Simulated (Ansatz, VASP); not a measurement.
**TiSn: VASP beside Ansatz**

The input INCAR:

```
SYSTEM = TiSn
PREC = Accurate
ENCUT = 520
EDIFF = 1E-6
ISMEAR = 0
SIGMA = 0.1
LREAL = .False.
LASPH = .True.
NELM = 100
ALGO = Normal
ISIF = 2
LWAVE = .False.
LCHARG = .False.
GGA = PE
NBANDS = 20
```

Contents of KPOINTS:

```
Automatic mesh
0
Gamma
  18 18 18
  0 0 0
```

The input POSCAR:

```
TiSn
1.0
    0.0000000000      2.8006375939      2.8006375939
    2.8006375939      0.0000000000      2.8006375939
    2.8006375939      2.8006375939      0.0000000000
Ti Sn
1 1
Direct
    0.5000000000      0.5000000000      0.5000000000
    0.0000000000      0.0000000000      0.0000000000
```

Input for Ansatz:

```yaml
crystal:
  lattice:
    - [0.0, 2.8006375939, 2.8006375939]
    - [2.8006375939, 0.0, 2.8006375939]
    - [2.8006375939, 2.8006375939, 0.0]
  atoms:
    - { symbol: Ti, position: [0.5, 0.5, 0.5] }
    - { symbol: Sn, position: [0.0, 0.0, 0.0] }
basis:
  ecutwfc: 420
kpoints:
  mp_grid: { grid: [18, 18, 18] }
  band_path:
    path:
      - [[0.0, 0.0, 0.0], [0.5, 0.0, 0.5], [0.625, 0.25, 0.625]]
      - [[0.375, 0.375, 0.75], [0.0, 0.0, 0.0], [0.5, 0.5, 0.5], [0.5, 0.25, 0.75], [0.5, 0.0, 0.5]]
    npoints: 14
hamiltonian:
  xc: pbe
scf:
  occupations: { method: gaussian, width: 0.1 }
  n_extra_bands: 6
output:
  forces: true
  stress: true
  eigenvalues: true
  populations: true
  dos: { projected: true, de: 0.02, nscf_kmesh: { grid: [22, 22, 22] } }
  bader: true
  write_density: true
  write_potential: true
  elf: true
  volumetric_format: npy
```

The cell was built by a generator and needn't be a form met in nature.

Alike in both runs: task single point; functional PBE; k mesh 18 × 18 × 18; occupations gaussian, width 0.1 eV; no spin polarisation.

```csv
,VASP,Ansatz
version,VASP 6.6.1,Ansatz 0.2.0
potentials or method,"VASP PAW PBE potentials, release 64 (Ti_sv, Sn_d)","scalar-relativistic, plane waves, PAW"
plane-wave cutoff (eV),520,420
valence electrons in the cell,26,26
```

|  | VASP | Ansatz | Ansatz less VASP |
| --- | --- | --- | --- |
| gap on the k mesh at the Fermi level (eV) | none | none | - |
| pressure (GPa) | 0.0 | 0.0 | -0.04 |

A gap of «none» marks a metal or a gap that the smearing closes.
